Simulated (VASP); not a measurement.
Given:

```xyz
2
Lattice="0.0000 2.6000 2.6000 2.6000 0.0000 2.6000 2.6000 2.6000 0.0000" Properties=species:S:1:pos:R:3 pbc="T T T"
Mg     0.0000     0.0000     0.0000
S      2.6000     2.6000     2.6000
```

The numbers are results of revPBE GGA, VASP's PBE PAW potentials (set 64) (plane waves; VASP 6.6.1), not measurements. Numerical set-up: 520 eV cut-off, 8×8×8 Γ-centred mesh, Gaussian smearing of 0.050 eV, potentials Mg S.

Energy and stress use the plane-wave basis of the starting cell.

Q: The ions, cell shape and volume are relaxed. Predict the relaxed structure.

A: 
```xyz
2
Lattice="0.0000 2.6304 2.6304 2.6304 0.0000 2.6304 2.6304 2.6304 0.0000" Properties=species:S:1:pos:R:3 pbc="T T T"
Mg     0.0000     0.0000     0.0000
S      2.6304     2.6304     2.6304
```
Space group Fm-3m (225), at a tolerance of 0.03 Å.

Q: How do energy and volume change from the first to the last step?

A: The energy (σ→0) changes by -5.1 meV/atom and the volume by +3.6 %, in 3 ionic steps.

The compound is MgS in the rock salt structure. This run relaxes it. Symmetry was kept, so distortions that lower it aren't found.
